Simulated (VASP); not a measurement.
Data:

```yaml
crystal:
  lattice:
    - [0.00000, 2.32389, 2.32389]
    - [2.32389, 0.00000, 2.32389]
    - [2.32389, 2.32389, 0.00000]
  atoms:
    - { symbol: Pd, position: [0.00000, 0.00000, 0.00000] }
    - { symbol: C, position: [0.25000, 0.25000, 0.25000] }
```

Computed with PBEsol GGA, VASP's PBE PAW potentials (set 64) (plane waves; VASP). Settings: 520 eV cut-off, Gaussian smearing of 0.050 eV, potentials Pd C.

### Question
Estimate the band gap (along the path) with the smallest direct gap where there is one.

### Answer

* **band gap (along the path)**: none (metal, semimetal or under 0.01 eV)

The absolute energy has meaning only against runs of the same code, potentials and settings.

The structure was generated: PdC was put into the zinc blende type (F-43m), which need not be its known phase. It was relaxed first, which changed the volume by -18 %.
